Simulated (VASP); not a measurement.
Output of a VASP run:

### OSZICAR
```
       N       E                     dE             d eps       ncg     rms          rms(c)
DAV:   1     0.214398396987E+03    0.21440E+03   -0.17666E+04   924   0.204E+03
DAV:   2    -0.214646348001E+02   -0.23586E+03   -0.23013E+03   960   0.391E+02
DAV:   3    -0.429108431006E+02   -0.21446E+02   -0.21373E+02  1122   0.123E+02
DAV:   4    -0.433494590869E+02   -0.43862E+00   -0.43832E+00  1086   0.184E+01
DAV:   5    -0.433570654899E+02   -0.76064E-02   -0.76059E-02  1116   0.231E+00    0.139E+01
DAV:   6    -0.390492027868E+02    0.43079E+01   -0.39764E+00  1126   0.575E+01    0.116E+01
DAV:   7    -0.363556769294E+02    0.26935E+01   -0.14854E+00   974   0.169E+01    0.472E+00
DAV:   8    -0.371911234344E+02   -0.83545E+00   -0.10080E+00   948   0.709E+00    0.184E+00
DAV:   9    -0.372171006914E+02   -0.25977E-01   -0.31378E-01   936   0.505E+00    0.873E-01
DAV:  10    -0.372603420109E+02   -0.43241E-01   -0.87469E-02   930   0.284E+00    0.397E-01
DAV:  11    -0.372840627030E+02   -0.23721E-01   -0.13432E-02  1050   0.106E+00    0.232E-01
DAV:  12    -0.372912838772E+02   -0.72212E-02   -0.60482E-03   972   0.679E-01    0.114E-01
DAV:  13    -0.372888057229E+02    0.24782E-02   -0.20480E-03   990   0.418E-01    0.322E-02
DAV:  14    -0.372916590629E+02   -0.28533E-02   -0.29531E-03   942   0.470E-01    0.251E-02
DAV:  15    -0.372917902913E+02   -0.13123E-03   -0.27838E-04  1096   0.195E-01    0.300E-02
DAV:  16    -0.372919138488E+02   -0.12356E-03   -0.12226E-04  1014   0.863E-02    0.124E-02
DAV:  17    -0.372919257611E+02   -0.11912E-04   -0.37504E-06  1260   0.304E-02    0.103E-02
DAV:  18    -0.372919232618E+02    0.24993E-05   -0.82425E-06  1142   0.231E-02    0.373E-03
DAV:  19    -0.372919270509E+02   -0.37891E-05   -0.34506E-06  1070   0.197E-02    0.919E-04
DAV:  20    -0.372919269138E+02    0.13707E-06   -0.13352E-07   726   0.400E-03    0.408E-04
DAV:  21    -0.372919266695E+02    0.24433E-06   -0.22258E-08   564   0.163E-03    0.446E-04
DAV:  22    -0.372919260446E+02    0.62491E-06   -0.63254E-09   564   0.754E-04    0.136E-04
DAV:  23    -0.372919263055E+02   -0.26095E-06   -0.78899E-10   540   0.287E-04    0.629E-05
DAV:  24    -0.372919261993E+02    0.10621E-06   -0.76258E-10   534   0.302E-04    0.307E-05
DAV:  25    -0.372919263066E+02   -0.10733E-06   -0.36833E-10   552   0.258E-04    0.417E-05
DAV:  26    -0.372919262866E+02    0.20056E-07   -0.10149E-10   552   0.144E-04
   1 F= -.30922053E+02 E0= -.30922053E+02  d E =-.309221E+02
```

OUTCAR:
```
------------------------ aborting loop because EDIFF is reached ----------------------------------------
  FORCE on cell =-STRESS in cart. coord.  units (eV):
  Direction    XX          YY          ZZ          XY          YZ          ZX
  --------------------------------------------------------------------------------------
  Total        6.3518995      6.3518992      6.3852724      0.0000000      0.0000000      0.0000000
  in kB      149.5767441    149.5767376    150.3626207      0.0000000      0.0000000      0.0000000
  external PRESSURE =      -0.1612992 kB  Pullay stress =     150.0000000 kB
  volume of cell :       68.04
      direct lattice vectors                 reciprocal lattice vectors
     1.810762551 -3.136332670  0.000000000     0.276126762 -0.159421864  0.000000000
     1.810762551  3.136332670  0.000000000     0.276126762  0.159421864  0.000000000
     0.000000000  0.000000000  5.990133533     0.000000000  0.000000000  0.166941187
  FREE ENERGIE OF THE ION-ELECTRON SYSTEM (eV)
  ---------------------------------------------------
  free  energy   TOTEN  =       -37.2919262866 eV

  energy  without entropy=      -37.2919262866  energy(sigma->0) =      -37.29192629
  enthalpy is  TOTEN    =       -30.9220528670 eV   P V=        6.3698734196

 reached required accuracy - stopping structural energy minimisation
```
(Selected blocks of OUTCAR.)

**POSCAR**
```
ZnS
1
    1.8107625507    -3.1363326703    -0.0000000000
    1.8107625507     3.1363326703     0.0000000000
    0.0000000000     0.0000000000     5.9901335331
Zn S
2 2
Direct
  0.6666670000   0.3333330000   0.5017835572
  0.3333330000   0.6666670000   0.0017835572
  0.6666670000   0.3333330000   0.8732164428
  0.3333330000   0.6666670000   0.3732164428
```

Q: Write an INCAR and KPOINTS that could have produced this output.

A: One answer among several that fit: the input of the run itself, r2SCAN meta-GGA, plane waves, VASP's PBE PAW potentials (set 64).

**KPOINTS**
```
Automatic mesh
0
Gamma
6 6 4
0 0 0
```

INCAR:
```
ALGO=Normal
EDIFF=1E-7
EDIFFG=-0.01
ENCUT=480
IBRION=2
ISIF=3
ISMEAR=0
LASPH=T
LCHARG=F
LMAXMIX=4
LMIXTAU=T
LREAL=F
LWAVE=F
METAGGA=R2SCAN
NELM=100
NSW=40
PREC=Accurate
PSTRESS=150
SIGMA=0.05
SYSTEM=ZnS
```

POTCAR, in this order: Zn S (PBE.64 set). Program: vasp_std.

The compound is ZnS in the wurtzite structure, the high-temperature form. It was relaxed first under an external pressure of 15 GPa.
